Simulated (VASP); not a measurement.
Input:

```xyz
2
Lattice="0.0000 2.8750 2.8750 2.8750 0.0000 2.8750 2.8750 2.8750 0.0000" Properties=species:S:1:pos:R:3 pbc="T T T"
Ga     0.0000     0.0000     0.0000
As     1.4375     1.4375     1.4375
```

Computed with RPBE GGA, VASP's PBE PAW potentials (set 64) (plane waves; VASP). Settings: 520 eV cut-off, 11×11×11 Γ-centred mesh, first-order Methfessel-Paxton smearing of 0.10 eV, potentials Ga_d As.

### Question
Give the stress tensor in GPa (positive for a compressed cell).

### Answer

```
1.80  0.00  0.00
0.00  1.80  0.00
0.00  0.00  1.80
```
The pressure is its mean diagonal, 1.80 GPa.

The compound is GaAs in the zinc blende structure. This cell is one point of a volume scan, at 0.97 of the reference volume.
